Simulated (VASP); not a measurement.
## Zn in VASP: the effect of target pressure

The system is Zn.

```
Zn
1.0
     3.77113    0.00000    0.00000
     0.00000    3.77113    0.00000
     0.00000    0.00000    3.77113
Zn
3
Direct
  0.00000 0.50000 0.50000
  0.50000 0.00000 0.50000
  0.50000 0.50000 0.00000
```

The cell was built by a generator and needn't be a form met in nature.

Alike in all runs:

| Property | Result |
| --- | --- |
| Program | VASP 6.6.1 |
| Task | relaxation of cell and atoms |
| Functional | LDA |
| Potentials or basis | VASP PAW LDA potentials, release 64 (Zn) |
| Cutoff | 600 eV |
| k mesh | 7 × 7 × 7 |
| Occupations | fermi-dirac, width 0.05 eV |
| Spin | no spin polarisation |

Each run relaxes the cell or the atoms first.

```tsv
target pressure	target pressure	relaxed volume (Å³/atom)
0 GPa	-	15.81
2 GPa	2 GPa	15.43
5 GPa	5 GPa	14.95
10 GPa	10 GPa	?
20 GPa	20 GPa	13.37
30 GPa	30 GPa	12.69
```

**Question.** What does the run with target pressure 10 GPa give?

**Answer.** Relaxed volume 14.31 Å³/atom.

Worked out: In Murnaghan's law V^(-B') rises as a straight line in P. The other rows fit best with B' = 4.6, V0 = 15.81 Å³/atom and B0 = 79 GPa, which gives 14.31 Å³/atom at 10 GPa, against the run's 14.31.

Caveats: the cell is relaxed towards a set pressure, so the enthalpy falls and the energy may rise (some runs); the volume moved by over 15 % at a fixed basis, so the end points are rough (some runs).
